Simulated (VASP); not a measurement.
An input for Ansatz (written as the equivalent of a VASP run, and not itself run):

Ansatz 0.2 input:
```yaml
crystal:
  lattice:
    - [0.0000000, 2.9969636, 2.9969636]
    - [2.9969636, 0.0000000, 2.9969636]
    - [2.9969636, 2.9969636, 0.0000000]
  atoms:
    - { symbol: Cd, position: [0.0000000, 0.0000000, 0.0000000] }
    - { symbol: S, position: [0.2500000, 0.2500000, 0.2500000] }
kpoints:
  mp_grid: { grid: [9, 9, 9] }
hamiltonian:
  xc: revpbe
  pseudopotentials: { kind: paw }
scf:
  occupations: { method: tetrahedron }
  max_iter: 100
output: { forces: true, stress: true, eigenvalues: true }
```

Problem. Translate this input to VASP (INCAR, KPOINTS, POSCAR, choice of POTCAR).

Solution. This is not unique; one that fits is 
**POSCAR**
```
CdS
1
    0.0000000000     2.9969635916     2.9969635916
    2.9969635916     0.0000000000     2.9969635916
    2.9969635916     2.9969635916     0.0000000000
Cd S
1 1
Direct
  0.0000000000   0.0000000000   0.0000000000
  0.2500000000   0.2500000000   0.2500000000
```

File KPOINTS:
```
kpoints
0
G
  9 9 9
```

**INCAR**
```
# general
SYSTEM   =  CdS
PREC     =  Accurate
ENCUT    =  520
LREAL    =  .FALSE.
LASPH    =  .TRUE.

# electronic loop
EDIFF    =  1E-7
NELM     =  100
ALGO     =  Normal
LMAXMIX  =  4

# smearing
ISMEAR   =  -5

# functional
GGA      =  RE

# ions
ISIF     =  2

# output
LWAVE    =  .FALSE.
LCHARG   =  .TRUE.
LORBIT   =  11
NEDOS    =  601
```

POTCAR, in this order: Cd S (PBE.64 set). Program: vasp_std.

Limits of the translation: each code has its own PAW files, so the cut-off isn't converted (ENCUT is set for VASP's; basis.ecutwfc is left out, and Ansatz then takes the one that its files recommend); Ansatz stops its SCF on the density residual and VASP on the energy change (EDIFF).

The compound is CdS in the zinc blende structure, a metastable form; wurtzite is the usual one. It was relaxed first, which changed the volume by +9 %.
